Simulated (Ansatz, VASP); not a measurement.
# Cross-check of Al3P7O22 (glassy 30Al2O3-70P2O5 (mol %)) between VASP and Ansatz

Aim: how closely do two programs agree when they are given the same cell, functional and k mesh? Of the first pair: The cell is taken from a series of runs on this material, whose earlier steps may have relaxed, scaled, displaced or heated it; both programs get it as it stands.

Program: Ansatz 0.2.0. Level of theory: plane waves, with VASP 6.6.1 beside it; single point at PBEsol. Results are calculated unless marked as measured.

## Step 1: The structure

The cell holds 128 atoms: 12 Al, 28 P and 88 O. Its edges and angles: a = 11.868 Å, b = 11.596 Å, c = 11.533 Å, α = 86.5°, β = 90.6°, γ = 90.3°. As first built, before any earlier steps moved the atoms (in the runner's words): 128 atoms (12 Al, 28 P, 88 O) placed at random at 2.49 g/cm^3, melted at 4000 K for 10 ps at fixed volume with the Morse and Coulomb pair potential with partial charges (Pedone, Malavasi, Menziani, Cormack and Segre, J. Phys. Chem. B 110, 11780 (2006)). Quenched from 4000 K to 300 K at 100 K/ps and fixed volume, held 10 ps at zero pressure.

## Step 2: Ansatz: single point, PBEsol, pair 1

Ansatz runs on its default PAW (the set named soft_2) files.

A single point gives forces, pressure and levels at one fixed geometry, so differences don't come from the geometry; what else differs is listed under the comparison.

File input.yaml:

```yaml
crystal:
  lattice:
    - [11.86762, -0.02835, -0.06367]
    - [-0.02835, 11.59053, 0.34963]
    - [-0.06367, 0.34963, 11.52783]
  atoms:
    - { symbol: Al, position: [0.88284, 0.21265, 0.75064] }
    - { symbol: Al, position: [0.22551, 0.66075, 0.3639] }
    - { symbol: Al, position: [0.99199, 0.56842, 0.98851] }
    - { symbol: Al, position: [0.51383, 0.23809, 0.87663] }
    - { symbol: Al, position: [0.51932, 0.22719, 0.46377] }
    - { symbol: Al, position: [0.63236, 0.75754, 0.77851] }
    - { symbol: Al, position: [0.27695, 0.2599, 0.20911] }
    - { symbol: Al, position: [0.60015, 0.63458, 0.14296] }
    - { symbol: Al, position: [0.82535, 0.19584, 0.22109] }
    - { symbol: Al, position: [0.14395, 0.15788, 0.74419] }
    - { symbol: Al, position: [0.07355, 0.35197, 0.60957] }
    - { symbol: Al, position: [0.29266, 0.41137, 0.75974] }
    - { symbol: P, position: [0.13277, 0.87264, 0.17242] }
    - { symbol: P, position: [0.49431, 0.84793, 0.01243] }
    - { symbol: P, position: [0.25874, 0.83986, 0.94984] }
    - { symbol: P, position: [0.25343, 0.57649, 0.96494] }
    - { symbol: P, position: [0.04827, 0.30547, 0.33259] }
    - { symbol: P, position: [0.87041, 0.94821, 0.12793] }
    - { symbol: P, position: [0.02366, 0.90551, 0.7458] }
    - { symbol: P, position: [0.41967, 0.8514, 0.6265] }
    - { symbol: P, position: [0.36339, 0.51556, 0.19143] }
    - { symbol: P, position: [0.77662, 0.60111, 0.36236] }
    - { symbol: P, position: [0.85043, 0.34867, 0.97676] }
    - { symbol: P, position: [0.7982, 0.7568, 0.98666] }
    - { symbol: P, position: [0.00494, 0.54901, 0.27565] }
    - { symbol: P, position: [0.79169, 0.98264, 0.68436] }
    - { symbol: P, position: [0.01333, 0.59692, 0.70569] }
    - { symbol: P, position: [0.63178, 0.48977, 0.92561] }
    - { symbol: P, position: [0.40492, 0.47942, 0.52703] }
    - { symbol: P, position: [0.5931, 0.2522, 0.21021] }
[... 92 atom lines left out ...]
    - { symbol: O, position: [0.23734, 0.9885, 0.41271] }
    - { symbol: O, position: [0.16209, 0.77545, 0.25511] }
    - { symbol: O, position: [0.90243, 0.9106, 0.67756] }
    - { symbol: O, position: [0.43489, 0.1654, 0.75241] }
    - { symbol: O, position: [0.01461, 0.22698, 0.68382] }
    - { symbol: O, position: [0.95003, 0.8938, 0.41204] }
kpoints:
  mp_grid: { grid: [1, 1, 1] }
hamiltonian:
  xc: pbesol
scf:
  occupations: { method: fermi_dirac, width: 0.05 }
output:
  forces: true
  stress: true
  populations: true
  dos:
    method: { smearing: { sigma: 0.15 } }
    de: 0.1
    projected: { site_lists: { Al: [Al], O: [O], P: [P] } }
  eigenvalues: true
  write_density: true
  write_potential: true
  volumetric_format: npy
  elf: true
```

Started as:

```bash
ansatz run input.yaml --threads 4 --pin off --max-ram 8192MiB --backend cpu --events-out ev --progress --plain --runs-dir out
```

Numbers of over 12 decimals in the logs are rounded to 6 here.

The log of the run:

```text
Engine: ansatz 0.2.0, x86_64-unknown-linux-gnu
Pseudopotentials: kind: paw
Pseudopotential: Al, paw, valence charge 3, recommended cutoff 420 eV (normal), Al.paw.azcp
Pseudopotential: P, paw, valence charge 5, recommended cutoff 420 eV (normal), P.paw.azcp
Pseudopotential: O, paw, valence charge 6, recommended cutoff 420 eV (normal), O.paw.azcp
Functional definition: PBEsol
  exchange = pbesol_x
  correlation = pbesol_c
Crystal: 128 atoms, lattice volume = 1584.170 Å³
Basis set: ecut = 420 eV, 31003 PW (Γ), exchange–correlation on 160×160×160 points (8 copies of the dense FFT grid, shifted against one another)
Bands: 480, of which v1, the nominal top of the filled ones, is band 352 counted from 1 (351 counted from 0)
Symmetry: 1 space group operations
Space group: P1 (ITA 1), of the structure as read, at distance tolerance 1.2e-4 Å
k-points: 1
Non-local potential: Al, projectors of the file, l = 0: 2, l = 1: 2, l = 2: 1
Non-local potential: P, projectors of the file, l = 0: 2, l = 1: 2, l = 2: 2
Non-local potential: O, projectors of the file, l = 0: 2, l = 1: 2, l = 2: 1
PAW form: soft (Blöchl's): semilocal exchange-correlation on the pseudo side does not see the compensation charge
PAW frozen core: Al, regenerated for the run's functional, and the local potential with it (the file was generated under x = pbe(κ = 0.804, μ = 0.219515), c = pbe(β = 0.066725))
PAW frozen core: P, regenerated for the run's functional, and the local potential with it (the file was generated under x = pbe(κ = 0.804, μ = 0.219515), c = pbe(β = 0.066725))
PAW frozen core: O, regenerated for the run's functional, and the local potential with it (the file was generated under x = pbe(κ = 0.804, μ = 0.219515), c = pbe(β = 0.066725))
PAW one-centre angular grid: Al, 110 points (default); XC on 64 Gauss nodes
PAW one-centre angular grid: P, 110 points (default); XC on 64 Gauss nodes
PAW one-centre angular grid: O, 110 points (default); XC on 64 Gauss nodes
Initial density: superposition of atomic densities (neutral atoms: chi_scale 0, normalization atom), corrected by the library's trained network
Initial wavefunctions: pseudopotential atomic-orbital guess
Functional: x = pbesol(κ = 0.804, μ = 0.123457), c = pbesol(β = 0.046)
SCF iter   1: F=—  HF=-76446.758984 eV  |F-HF|=—  |Δ(HF+E_count)|=         —  Δρ=1.16e-2  dr2=1.68e0  ethr=1.77e-3  ⟨swp⟩=7.0  Hψ=2515  notcnv=0  defer=98
preconditioner: auto → Resta (q_TF=auto, 2.383 Å⁻¹)  ε∞=3.2  [insulator: Δε(μ)=4.354 eV  Ē_g=16.577 eV  σ=0.050 eV  W_gap=1.00  n_scr=368 (ndim 8)  ℏωp=24.8 eV  f_vac=0.146  D(μ)=0.00/eV (n_scr^D=0)  ε∞_Penn≈3.2]
SCF iter   2: F=—  HF=-76446.309476 eV  |F-HF|=—  |Δ(HF+E_count)|=   4.50e-1  Δρ=2.11e-3  dr2=6.87e-2  ethr=2.39e-4  ⟨swp⟩=3.0  Hψ=802  notcnv=0  defer=122
SCF iter   3: F=—  HF=-76446.305141 eV  |F-HF|=—  |Δ(HF+E_count)|=   4.33e-3  Δρ=1.04e-3  dr2=2.35e-2  ethr=9.76e-6  ⟨swp⟩=3.0  Hψ=676  notcnv=0  defer=122
SCF iter   4: F=—  HF=-76446.305146 eV  |F-HF|=—  |Δ(HF+E_count)|=   4.25e-6  Δρ=7.78e-4  dr2=9.03e-3  ethr=3.33e-6  ⟨swp⟩=2.0  Hψ=642  notcnv=0  defer=122
SCF iter   5: F=—  HF=-76446.303439 eV  |F-HF|=—  |Δ(HF+E_count)|=   1.71e-3  Δρ=1.54e-4  dr2=5.03e-4  ethr=1.28e-6  ⟨swp⟩=3.0  Hψ=667  notcnv=0  defer=122
SCF iter   6: F=—  HF=-76446.303510 eV  |F-HF|=—  |Δ(HF+E_count)|=   7.12e-5  Δρ=9.21e-5  dr2=1.17e-4  ethr=7.14e-8  ⟨swp⟩=3.0  Hψ=705  notcnv=0  defer=122
SCF iter   7: F=—  HF=-76446.303516 eV  |F-HF|=—  |Δ(HF+E_count)|=   5.51e-6  Δρ=2.94e-5  dr2=1.22e-5  ethr=1.66e-8  ⟨swp⟩=2.0  Hψ=646  notcnv=0  defer=122
SCF iter   8: F=—  HF=-76446.303318 eV  |F-HF|=—  |Δ(HF+E_count)|=   1.97e-4  Δρ=1.00e-5  dr2=1.55e-6  ethr=1.73e-9  ⟨swp⟩=3.0  Hψ=841  notcnv=0  defer=122
SCF iter   9: F=—  HF=-76446.303320 eV  |F-HF|=—  |Δ(HF+E_count)|=   1.51e-6  Δρ=6.13e-6  dr2=5.09e-7  ethr=2.20e-10  ⟨swp⟩=3.0  Hψ=714  notcnv=0  defer=122
SCF iter  10: F=-76446.303320 eV  HF=-76446.303320 eV  |F-HF|=4.27e-8  |Δ(HF+E_count)|=   1.18e-7  Δρ=1.61e-6  dr2=3.96e-8  ethr=1.42e-11  ⟨swp⟩=22.0  Hψ=4989  notcnv=0
SCF 1 converged in 10 iterations: F = -76446.303320 eV  dr2 = 3.96e-8
  greatest PAW one-centre occupation: 0.881 electrons in one spin orbital (limit 2), on the O atom at site 127 (counted from 0), in its partial waves of l = 0
SCF converged after 10 iterations
Free energy (F): -76446.303320 eV
Harris-Foulkes:  -76446.303320 eV  (|F-HF|=4.27e-8)
Internal energy: -76446.303320 eV  (E = F + TS)
E sigma→0 (E₀):  -76446.303320 eV
Fermi energy:    5.826666 eV
--- Per-component energies (eV) ---
  E_band       = -3275.072242
  E_kinetic    = 18119.568957
  E_local      = -47392.061024  (includes V_loc(G=0)·N_el)
  E_nonlocal   = 5231.338207
  E_hartree    = 17297.955532
  E_xc         = -8652.869771
  E_vxc        = -10354.054393  (∫ρ·V_xc dr)
  E_paw        = -34440.369209  (= ΣΔE_a)
[...]
atom 113  O     -0.00247655     0.00176515     0.00014704
  atom 114  O      0.00004780    -0.00274511    -0.00013486
  atom 115  O      0.00187619    -0.00025178    -0.00107844
  atom 116  O      0.00748367    -0.00144850    -0.00014742
  atom 117  O      0.00002379    -0.00090368     0.00030675
  atom 118  O      0.00547584     0.00091232     0.00600989
  atom 119  O     -0.00148592    -0.00024544    -0.00123080
  atom 120  O     -0.00112404    -0.00205073     0.00113533
  atom 121  O     -0.00019597    -0.00246930    -0.00039582
  atom 122  O      0.00116876    -0.00240715    -0.00083630
  atom 123  O      0.00322831     0.00018607    -0.00537350
  atom 124  O      0.00111828    -0.00374536     0.00244748
  atom 125  O     -0.00276707     0.00103113    -0.00292697
  atom 126  O      0.00254765     0.00537835     0.00862914
  atom 127  O      0.00160541     0.00223379     0.00137511
  atom 128  O      0.00526469     0.00228190     0.00155267
  max |Σ_I F_I| component: 5.95e-5 eV/Å
--- Stress (GPa, compression-positive) ---
        0.001163       0.005417      -0.001047
        0.005417       0.003828       0.000247
       -0.001045       0.000247      -0.005619
  P = ⅓ Tr σ = -0.0002 GPa (-0.002 kbar)
--- Band table (eV) ---
  k-point 0: bands = [... 348 lower, 3.2945, 3.3138, 3.5209, 3.6970, 7.9548, 8.5899, 8.9477, 9.2774, ... 124 higher]
--- Löwdin populations: 128 sites ---
  site symbol       q [e]
     0     Al      1.6112
     1     Al      1.7603
     2     Al      1.6716
     3     Al      1.7134
     4     Al      1.6783
     5     Al      1.7271
     6     Al      1.5986
     7     Al      1.6962
     8     Al      1.7016
     9     Al      1.6501
    10     Al      1.5933
    11     Al      1.6122
    12      P      2.7767
    13      P      2.8066
    14      P      2.8157
    15      P      2.7607
    16      P      2.7532
    17      P      2.8355
    18      P      2.8471
    19      P      2.7506
    20      P      2.7941
    21      P      2.7360
    22      P      2.7755
    23      P      2.7991
[...]
120      O      6.7596
   121      O      6.7988
   122      O      6.7680
   123      O      6.7341
   124      O      6.6966
   125      O      6.7627
   126      O      6.8636
   127      O      6.7141
  spilling = 0.016604 (of n_electrons = 704.000000)
```

## Step 3: VASP: single point, PBEsol, pair 1

The same cell, functional, mesh and smearing now go to VASP, with its own data sets.

Lines of VASP's logs that name or quote its potential files are left out, and so is its time.

File INCAR:

```
SYSTEM = Al3P7O22
PREC = Accurate
ENCUT = 600
EDIFF = 1E-06
NELM = 120
ISMEAR = -1
SIGMA = 0.05
LREAL = Auto
ALGO = Normal
GGA = PS
NBANDS = 448
LORBIT = 11
LWAVE = .FALSE.
LCHARG = .FALSE.
ISIF = 2
LASPH = .TRUE.
GGA_COMPAT = .FALSE.
EFERMI = MIDGAP
NCORE = 4
```

File POSCAR:

```
Al3P7O22
1.0
   11.8676200000     -0.0283500000     -0.0636700000
   -0.0283500000     11.5905300000      0.3496300000
   -0.0636700000      0.3496300000     11.5278300000
Al P O
12 28 88
Direct
    0.8828400000      0.2126500000      0.7506400000
    0.2255100000      0.6607500000      0.3639000000
    0.9919900000      0.5684200000      0.9885100000
    0.5138300000      0.2380900000      0.8766300000
    0.5193200000      0.2271900000      0.4637700000
    0.6323600000      0.7575400000      0.7785100000
    0.2769500000      0.2599000000      0.2091100000
    0.6001500000      0.6345800000      0.1429600000
    0.8253500000      0.1958400000      0.2210900000
    0.1439500000      0.1578800000      0.7441900000
    0.0735500000      0.3519700000      0.6095700000
    0.2926600000      0.4113700000      0.7597400000
    0.1327700000      0.8726400000      0.1724200000
    0.4943100000      0.8479300000      0.0124300000
    0.2587400000      0.8398600000      0.9498400000
    0.2534300000      0.5764900000      0.9649400000
    0.0482700000      0.3054700000      0.3325900000
    0.8704100000      0.9482100000      0.1279300000
    0.0236600000      0.9055100000      0.7458000000
    0.4196700000      0.8514000000      0.6265000000
    0.3633900000      0.5155600000      0.1914300000
    0.7766200000      0.6011100000      0.3623600000
    0.8504300000      0.3486700000      0.9767600000
    0.7982000000      0.7568000000      0.9866600000
    0.0049400000      0.5490100000      0.2756500000
    0.7916900000      0.9826400000      0.6843600000
    0.0133300000      0.5969200000      0.7056900000
    0.6317800000      0.4897700000      0.9256100000
    0.4049200000      0.4794200000      0.5270300000
    0.5931000000      0.2522000000      0.2102100000
[... 92 atom lines left out ...]
    0.2373400000      0.9885000000      0.4127100000
    0.1620900000      0.7754500000      0.2551100000
    0.9024300000      0.9106000000      0.6775600000
    0.4348900000      0.1654000000      0.7524100000
    0.0146100000      0.2269800000      0.6838200000
    0.9500300000      0.8938000000      0.4120400000
```

File KPOINTS:

```
Automatic mesh
0
Gamma
1 1 1
0 0 0
```

PAW data sets: Al, P and O (PBE family, release 64).

Started as:

```bash
mpirun -np 16 vasp_gam
```

The log of the run:

```text
[banner, memory and clock lines left out]
running   16 mpi-ranks, on    1 nodes
[...]
|                                                                             |
|               ----> ADVICE to this user running VASP <----                  |
|                                                                             |
|     You enforced a specific xc type in the INCAR file but a different       |
|     [... a line on the potential file left out ...]
|     I HOPE YOU KNOW WHAT YOU ARE DOING!                                     |
|                                                                             |

 LDA part: xc-table for (Slater+PW92), standard interpolation
 POSCAR, INCAR and KPOINTS ok, starting setup
[...]
entering main loop
       N       E                     dE             d eps       ncg     rms          rms(c)
DAV:   1     0.707576622176E+04    0.70758E+04   -0.46145E+05   904   0.175E+03
DAV:   2    -0.493950725336E+03   -0.75697E+04   -0.73282E+04  1096   0.404E+02
DAV:   3    -0.107779129853E+04   -0.58384E+03   -0.57957E+03  1072   0.118E+02
DAV:   4    -0.109027307077E+04   -0.12482E+02   -0.12414E+02  1104   0.183E+01
[...]
DAV:  17    -0.969543274868E+03    0.21347E-05   -0.72295E-05  1096   0.256E-02    0.195E-02
DAV:  18    -0.969543275111E+03   -0.24274E-06   -0.30213E-05  1080   0.119E-02    0.694E-03
DAV:  19    -0.969543274925E+03    0.18625E-06   -0.26413E-06   768   0.343E-03
   1 F= -.96954327E+03 E0= -.96954327E+03  d E =-.210598E-17
```

OUTCAR, selected parts (step 3):

```text
  Total       -5.1174751     -5.1681898     -5.1853778     -0.0658351     -0.0776604      0.0905249
  in kB       -5.1756442     -5.2269354     -5.2443188     -0.0665834     -0.0785431      0.0915538
  external PRESSURE =      -5.2156328 kB  Pullay stress =       0.0000000 kB

 POSITION                                       TOTAL-FORCE (eV/Angst)
 -----------------------------------------------------------------------------------
     10.42339      2.70214      8.67139         0.014529     -0.013478      0.022108
      2.63437      7.77928      4.41164        -0.036864      0.013862      0.012858
     11.69351      6.90578     11.53095         0.019149      0.006676      0.022663
[...]
6.39399      3.54488      1.26965        -0.013656      0.004475     -0.044721
      0.43809      4.98051      3.03861        -0.017293      0.009494      0.070810
     10.45829      6.21345      4.11133         0.030353      0.047036     -0.039367
      2.31671      2.19708     10.26653         0.029923      0.024134     -0.007464
      0.11912      6.74373      9.80474         0.001314      0.020721     -0.019429
      8.62311     10.62138      5.25432         0.019154      0.038383      0.000244
      8.57390      6.44297      5.64616        -0.042841      0.057722      0.002575
     10.61856      0.87692      1.69582        -0.015543      0.068992      0.020174
     10.57523      3.47767     10.20741        -0.033693      0.033701      0.031628
      9.57784      1.13869      8.84801         0.012500      0.011310     -0.024492
[...]
-----------------------------------------------------------------------------------
    total drift:                                0.008955     -0.017713     -0.011972

  FREE ENERGIE OF THE ION-ELECTRON SYSTEM (eV)
  ---------------------------------------------------
  free  energy   TOTEN  =      -969.5432749249 eV

  energy  without entropy=     -969.5432749249  energy(sigma->0) =     -969.54327492

[... 3 further parts left out ...]
[key lines of the parts left out:]
E-fermi :   4.1742
```

The run ends at a pressure of -0.52 GPa, with forces up to 0.15 eV/Å.

## Step 4: Comparison

Known differences besides the potentials themselves: the cutoff is 420 eV in Ansatz and 600 eV in VASP (PREC = Accurate, projectors in real space); Ansatz makes its cores anew for this functional, VASP keeps those of its PBE data sets. Total energies have different zeros and are not compared.

The two programs side by side:

| quantity | Ansatz | VASP | difference |
| --- | --- | --- | --- |
| pressure (GPa) | 0.00 | -0.52 | +0.52 |
| gap on the k mesh (eV) | 4.258 | 4.214 | +0.044 |

Forces on 7 of the 128 atoms, those with the largest forces and the largest differences (eV/Å; atoms numbered as in POSCAR):

| atom | Ansatz x, y, z | VASP x, y, z |
| --- | --- | --- |
| P14 | 0.003, 0.001, -0.001 | -0.024, 0.060, 0.056 |
| P19 | 0.002, 0.009, -0.001 | -0.006, 0.064, -0.094 |
| P24 | -0.001, 0.001, -0.005 | 0.078, -0.012, -0.032 |
| P27 | 0.003, 0.004, -0.003 | 0.076, -0.076, 0.019 |
| P32 | -0.004, 0.001, 0.005 | 0.056, 0.068, -0.089 |
| P35 | 0.001, -0.004, 0.000 | 0.062, 0.047, -0.054 |
| P37 | -0.004, -0.004, -0.003 | -0.071, -0.128, -0.020 |

The forces differ by 32 meV/Å r.m.s., where the r.m.s. force is 0.003 eV/Å in Ansatz and 0.033 eV/Å in VASP: the atoms lie near their places of rest in Ansatz, so a percentage would say little (all taken over all components). A gap on the mesh is an upper bound, since the band edges may lie between its points.

## Step 5: Ansatz: relaxation, PBEsol

The two programs are compared at the cell with which this relaxation starts, whose forces are those of its first step. The cell compared in this pair holds 1536.65 Å³, against 1584.17 Å³ for the pair before.

The structure compared here is the start of the Ansatz relaxation; VASP solves that cell, so the two are compared at the walk's first step.

input.yaml: that of step 2 with these lines changed.

```diff
@@ -2,5 +2,5 @@
   lattice:
-    - [11.86762, -0.02835, -0.06367]
-    - [-0.02835, 11.59053, 0.34963]
-    - [-0.06367, 0.34963, 11.52783]
+    - [11.74774, -0.02806, -0.06303]
+    - [-0.02806, 11.47345, 0.3461]
+    - [-0.06303, 0.3461, 11.41138]
   atoms:
@@ -51,12 +51,6 @@
   forces: true
+  eigenvalues: true
   stress: true
-  populations: true
-  dos:
-    method: { smearing: { sigma: 0.15 } }
-    de: 0.1
-    projected: { site_lists: { Al: [Al], O: [O], P: [P] } }
-  eigenvalues: true
-  write_density: true
-  write_potential: true
-  volumetric_format: npy
-  elf: true
+relax:
+  f_tol: 0.05
+  max_steps: 70
```

Started as:

```bash
ansatz run input.yaml --threads 4 --pin off --max-ram 8192MiB --backend cpu --events-out ev --progress --plain --runs-dir out
```

The log of the run:

```text
Warning: output.stress: scf.convergence.dr2_threshold = 1e-7 eV (the SCF's general default) is looser than the 1.08e-8 eV advised for a printed stress (1e-10 eV for each atom of the cell: 128, of which 108 are counted). What an SCF threshold leaves in a stress goes as its square root, and in the free energy as the threshold itself, and one threshold admits the most on a small cell: [figures from the program's tests c [...]
[...]
Crystal: 128 atoms, lattice volume = 1536.646 Å³
[...]
- { symbol: O, position: [0.492245, 0.766120, 0.698326] }
    - { symbol: O, position: [0.823597, 0.720467, 0.394917] }
    - { symbol: O, position: [0.301376, 0.540614, 0.472981] }
    - { symbol: O, position: [0.141387, 0.572221, 0.023323] }
    - { symbol: O, position: [0.637630, 0.118127, 0.173906] }
    - { symbol: O, position: [0.403687, 0.146548, 0.977764] }
    - { symbol: O, position: [0.517194, 0.571013, 0.517623] }
[...]
- { symbol: O, position: [0.897255, 0.908367, 0.680452] }
    - { symbol: O, position: [0.429923, 0.168156, 0.751522] }
    - { symbol: O, position: [0.013530, 0.223006, 0.678682] }
    - { symbol: O, position: [0.951469, 0.897535, 0.414884] }
```

(Continued in part 2 of 2.)

[Lines on the potential files, build, host, timing and source positions are cut from VASP's logs without a mark.]

[Logs are printed without paths, hosts, clocks, repeated set-up lines and the standing remarks that a program may print on its own settings, such as how far it seeks lower states.]

[Hosts, paths, dates, database ids (printed as entryN), source tags and the programs' standing remarks are cut or masked in the printed files.]
